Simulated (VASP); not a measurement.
The input files of a VASP run:

**INCAR**
```
ALGO  =  Normal
EDIFF  =  1E-7
ENCUT  =  480
GGA  =  PE
ISIF  =  2
ISMEAR  =  0
LASPH  =  .TRUE.
LCHARG  =  .FALSE.
LMAXMIX  =  4
LREAL  =  .FALSE.
LWAVE  =  .FALSE.
NELM  =  100
PREC  =  Accurate
SIGMA  =  0.05
SYSTEM  =  ZrS2
```

**POSCAR**
```
ZrS2
1
    1.8597597217    -3.2211983507     0.0000000000
    1.8597597217     3.2211983507     0.0000000000
    0.0000000000     0.0000000000     6.6120912191
Zr S
1 2
Direct
  0.0000000000   0.0000000000   0.0000000000
  0.3333330000   0.6666670000   0.2215974614
  0.6666670000   0.3333330000   0.7784025386
```

### KPOINTS
```
kpoints
0
gamma
 8 8 4
0 0 0
```

POTCAR, in this order: Zr_sv S (PBE.64 set). Program: vasp_std.

Translate this PBE calculation to Quantum ESPRESSO's pw.x.

One equivalent input (not run):
```
&CONTROL
  calculation = 'scf'
  pseudo_dir = './pseudo'
  outdir = './out'
  tprnfor = .true.
  tstress = .true.
/
&SYSTEM
  ibrav = 0
  nat = 3
  ntyp = 2
  ecutwfc = 66
  occupations = 'smearing'
  smearing = 'gaussian'
  degauss = 0.003675
  input_dft = 'pbe'
/
&ELECTRONS
  conv_thr = 7.3e-09
  electron_maxstep = 100
/
ATOMIC_SPECIES
  Zr 91.224 Zr.upf
  S 32.060 S.upf
CELL_PARAMETERS angstrom
     1.8597597   -3.2211984    0.0000000
     1.8597597    3.2211984    0.0000000
     0.0000000    0.0000000    6.6120912
ATOMIC_POSITIONS crystal
  Zr   0.0000000  0.0000000  0.0000000
  S    0.3333330  0.6666670  0.2215975
  S    0.6666670  0.3333330  0.7784025
K_POINTS automatic
  8 8 4 0 0 0
```
What does not carry over: the potentials are each code's own (VASP's PAW set, PseudoDojo norm-conserving files in pw.x), so ENCUT and ecutwfc are chosen apart and not converted; conv_thr bounds pw.x's estimated SCF error, while EDIFF bounds the energy change between steps.

The compound is ZrS2 in the 1T layered structure. This cell was strained or had an atom moved on purpose.
